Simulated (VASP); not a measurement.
Calculation: HSE06 screened hybrid, VASP's PBE PAW potentials (set 64) (plane waves; VASP).

The input files of a VASP run:

INCAR:
```
! general
SYSTEM   = Ga32As31N
PREC     = Normal
ENCUT    = 400   ! plane-wave cut-off (eV)
LREAL    = Auto
LASPH    = .TRUE.   ! aspherical one-centre terms
ISYM     = 0
NELECT   = 255.0

! electronic loop
EDIFF    = 1E-5
NELM     = 50
NELMIN   = 4
ALGO     = Normal   ! blocked Davidson
LMAXMIX  = 4

! smearing
ISMEAR   = 0   ! Gaussian
SIGMA    = 0.05   ! width (eV)

! functional
GGA      = PE
LHFCALC  = .TRUE.
AEXX     = 0.25
HFSCREEN = 0.2
PRECFOCK = Fast

! spin
ISPIN    = 2
MAGMOM   = 64*0.0156
NUPDOWN  = 1

! ions
ISIF     = 0

! output
LWAVE    = .FALSE.
LCHARG   = .FALSE.
LORBIT   = 10
```

KPOINTS:
```
Automatic mesh
0
Gamma
1 1 1
0 0 0
```

### POSCAR
```
Ga32As31N
11.522210
  1.0000000366   0.0000000000   0.0000000000
  0.0000000000   1.0000000366   0.0000000000
  0.0000000000   0.0000000000   1.0000000366
Ga As N
32 31 1
Direct
  0.5018786417   0.0026273287   0.0025843933
  0.7503601568   0.2492899723   0.0017953567
  0.7503706406   0.0018035894   0.2491864842
  0.9993833135   0.0005546720   0.0005021388
  0.2525198755   0.2519424339   0.0025762976
  0.4991878058   0.5006336893   0.0016559603
  0.7479817851   0.7473177062   0.0025826780
  0.2525273906   0.0026755606   0.2519185762
  0.5199701261   0.2704133047   0.2704128782
  0.7290102535   0.4792690934   0.2704450014
  0.4991161846   0.0016706083   0.5005509653
  0.7289042157   0.2700636580   0.4792879722
  0.7480128348   0.0025593998   0.7473550685
  0.9972063394   0.4980958563   0.0025511455
  0.2503751283   0.7495972147   0.0004577401
  0.9979066655   0.2494898051   0.2494006102
  0.2516051547   0.5006720696   0.2492578527
  0.4992891648   0.7483055619   0.2493952829
  0.9972432845   0.0025932886   0.4980512492
  0.2515166473   0.2493830603   0.5005943258
  0.5199552920   0.4794639622   0.4794219768
  0.7504371546   0.7478912890   0.5004585842
  0.2503923484   0.0005550972   0.7494646349
  0.4992162125   0.2495412233   0.7481837711
  0.7504608173   0.5004153496   0.7476767133
  0.9972498707   0.7473589706   0.2519073735
  0.9975424286   0.5003926161   0.5005236727
  0.2524606504   0.7473416644   0.4980323385
  0.9972524016   0.2518564914   0.7473486305
  0.2524826199   0.4980761002   0.7472679092
  0.5018550330   0.7473434647   0.7473198297
  0.9993349996   0.7495004134   0.7494366596
  0.6235293320   0.1313181960   0.1313455608
  0.8684119352   0.3761300247   0.1313649162
  0.8684621148   0.1312332865   0.3761246427
  0.1254764864   0.1254383915   0.1254596245
  0.3811688827   0.3738354456   0.1312536684
  0.6259804469   0.6185574605   0.1313570950
  0.8745213763   0.8743515160   0.1253842428
  0.3811359423   0.1312491903   0.3738833278
  0.8683630081   0.6183964305   0.3735953538
  0.6259273901   0.1312081699   0.6186720271
  0.8683055107   0.3732445494   0.6183782570
  0.8744815532   0.1253443193   0.8744143152
  0.1242964614   0.6246063920   0.1253354227
  0.3753478979   0.8755787566   0.1254168326
  0.1248669986   0.3750169625   0.3749923390
  0.3811993149   0.6186345848   0.3760510537
  0.6249791686   0.8749460798   0.3750212306
  0.1242912672   0.1253378307   0.6245873979
  0.3811079906   0.3760959779   0.6186827698
  0.6235690522   0.6184621779   0.6184611347
  0.8744326188   0.8754278688   0.6245068499
  0.3753725723   0.1253998371   0.8755651207
  0.6249778165   0.3749946931   0.8749427731
  0.8744262585   0.6244320942   0.8753888579
  0.1249096751   0.8749445068   0.3749467958
  0.1253076796   0.6244267646   0.6244584829
  0.3752639657   0.8742787142   0.6245905631
  0.1248779515   0.3749532930   0.8749613989
  0.3752603265   0.6245533489   0.8743626674
  0.6249239778   0.8749353085   0.8749673011
  0.1249258386   0.8749898099   0.8749769749
  0.6244247517   0.3747855029   0.3749669308
```

POTCAR, in this order: Ga As N (PBE.64 set). Program: vasp_gam. Read from the step before: WAVECAR.

The resulting files:

**OSZICAR**
```
       N       E                     dE             d eps       ncg     rms          rms(c)
DAV:   1    -0.316073921739E+03   -0.31607E+03   -0.24608E+01   640   0.125E+01    0.130E+01
DAV:   2    -0.316464880508E+03   -0.39096E+00   -0.81375E-01   720   0.158E+00    0.870E+00
DAV:   3    -0.316380160312E+03    0.84720E-01   -0.23633E-01   720   0.870E-01    0.515E+00
DAV:   4    -0.316347716489E+03    0.32444E-01   -0.48216E-02   752   0.411E-01    0.291E+00
DAV:   5    -0.316344305712E+03    0.34108E-02   -0.32994E-02   720   0.284E-01    0.166E+00
DAV:   6    -0.316351097671E+03   -0.67920E-02   -0.59662E-03   712   0.176E-01    0.945E-01
DAV:   7    -0.316353984418E+03   -0.28867E-02   -0.90063E-03   704   0.176E-01    0.507E-01
DAV:   8    -0.316353436385E+03    0.54803E-03   -0.25246E-03   712   0.958E-02    0.268E-01
DAV:   9    -0.316353105014E+03    0.33137E-03   -0.58083E-04   776   0.510E-02    0.140E-01
DAV:  10    -0.316353062825E+03    0.42189E-04   -0.36574E-04   696   0.322E-02    0.763E-02
DAV:  11    -0.316353044365E+03    0.18460E-04   -0.70749E-05   552   0.168E-02    0.415E-02
DAV:  12    -0.316353055368E+03   -0.11003E-04   -0.11452E-04   648   0.148E-02    0.219E-02
DAV:  13    -0.316353066280E+03   -0.10913E-04   -0.54687E-05   408   0.727E-03    0.136E-02
DAV:  14    -0.316353076022E+03   -0.97415E-05   -0.53284E-05   432   0.641E-03
   1 F= -.31635308E+03 E0= -.31635268E+03  d E =-.800063E-03  mag=     1.0000
```

### OUTCAR
```
------------------------ aborting loop because EDIFF is reached ----------------------------------------
  volume of cell :     1529.70
      direct lattice vectors                 reciprocal lattice vectors
    11.522210422  0.000000000  0.000000000     0.086788903  0.000000000  0.000000000
     0.000000000 11.522210422  0.000000000     0.000000000  0.086788903  0.000000000
     0.000000000  0.000000000 11.522210422     0.000000000  0.000000000  0.086788903
  FREE ENERGIE OF THE ION-ELECTRON SYSTEM (eV)
  ---------------------------------------------------
  free  energy   TOTEN  =      -316.3530760220 eV

  energy  without entropy=     -316.3522759593  energy(sigma->0) =     -316.35267599

  exchange ACFDT corr.  =         0.00000000  see jH, gK, PRB 81, 115126

 total charge

# of ion       s       p       d       tot
------------------------------------------
    1        1.078   1.143   0.129   2.350
    2        1.083   1.176   0.133   2.392
    3        1.083   1.177   0.133   2.393
    4        1.080   1.165   0.132   2.377
    5        1.078   1.142   0.128   2.349
    6        1.083   1.176   0.133   2.392
    7        1.078   1.141   0.128   2.347
    8        1.078   1.143   0.128   2.349
    9        1.045   1.069   0.153   2.268
   10        1.045   1.067   0.153   2.265
   11        1.083   1.177   0.133   2.393
   12        1.045   1.068   0.153   2.266
   13        1.078   1.141   0.128   2.348
   14        1.078   1.141   0.129   2.348
   15        1.080   1.166   0.132   2.378
   16        1.083   1.177   0.133   2.393
   17        1.083   1.177   0.133   2.393
   18        1.083   1.177   0.133   2.393
   19        1.078   1.142   0.128   2.348
   20        1.083   1.177   0.133   2.393
   21        1.044   1.069   0.153   2.267
   22        1.083   1.177   0.133   2.393
   23        1.080   1.166   0.132   2.377
   24        1.083   1.176   0.133   2.393
   25        1.083   1.175   0.133   2.392
   26        1.078   1.142   0.128   2.348
   27        1.083   1.177   0.133   2.392
   28        1.078   1.143   0.128   2.349
   29        1.078   1.142   0.128   2.348
   30        1.078   1.143   0.129   2.350
   31        1.078   1.143   0.129   2.349
   32        1.080   1.166   0.132   2.377
   33        1.213   1.600   0.024   2.837
   34        1.213   1.599   0.024   2.836
   35        1.213   1.598   0.024   2.836
   36        1.211   1.609   0.025   2.845
   37        1.214   1.597   0.024   2.835
   38        1.214   1.596   0.024   2.834
   39        1.211   1.610   0.025   2.845
   40        1.214   1.597   0.024   2.835
   41        1.214   1.597   0.024   2.835
   42        1.214   1.596   0.024   2.835
   43        1.214   1.597   0.024   2.835
   44        1.211   1.610   0.025   2.846
   45        1.211   1.610   0.025   2.846
   46        1.211   1.610   0.025   2.845
   47        1.212   1.601   0.024   2.837
   48        1.213   1.598   0.024   2.836
   49        1.212   1.601   0.024   2.837
   50        1.211   1.610   0.025   2.846
   51        1.213   1.600   0.024   2.837
   52        1.213   1.600   0.024   2.837
   53        1.211   1.610   0.025   2.845
   54        1.210   1.610   0.025   2.846
   55        1.212   1.600   0.024   2.836
   56        1.211   1.609   0.025   2.845
   57        1.212   1.593   0.024   2.829
   58        1.211   1.609   0.025   2.844
   59        1.211   1.610   0.025   2.845
   60        1.212   1.594   0.024   2.830
   61        1.211   1.610   0.025   2.845
   62        1.211   1.595   0.024   2.830
   63        1.211   1.608   0.025   2.844
   64        1.244   2.311   0.000   3.555
--------------------------------------------------
tot         73.248  88.753   5.041 167.042

 magnetization (x)

# of ion       s       p       d       tot
------------------------------------------
    1       -0.001   0.001   0.002   0.001
    2       -0.001   0.004   0.002   0.006
    3       -0.001   0.003   0.003   0.005
    4       -0.001   0.003   0.003   0.005
    5       -0.001   0.002   0.002   0.003
    6       -0.002   0.005   0.003   0.006
    7       -0.001   0.002   0.002   0.003
    8       -0.002   0.002   0.003   0.003
    9       -0.001   0.000   0.002   0.001
   10       -0.001   0.000   0.002   0.001
   11       -0.002   0.004   0.003   0.005
   12       -0.001   0.000   0.002   0.001
   13       -0.001   0.003   0.002   0.004
   14       -0.001   0.001   0.002   0.002
   15       -0.001   0.002   0.003   0.003
   16       -0.001   0.003   0.003   0.005
   17       -0.002   0.004   0.003   0.005
   18       -0.002   0.004   0.003   0.006
   19       -0.001   0.001   0.002   0.002
   20       -0.001   0.004   0.003   0.005
   21       -0.001  -0.001   0.002   0.000
...
```
(Selected blocks of OUTCAR.)

The cell is charged, with a uniform compensating background. The supercell is sampled at Γ alone, which is coarse: total energies, pressure and levels can be off, energies of defects by several tenths of an eV.

The cell is a supercell with a defect, built from GaAs (zinc blende): N_As, charge +1. The cell's shape comes from a PBE relaxation.
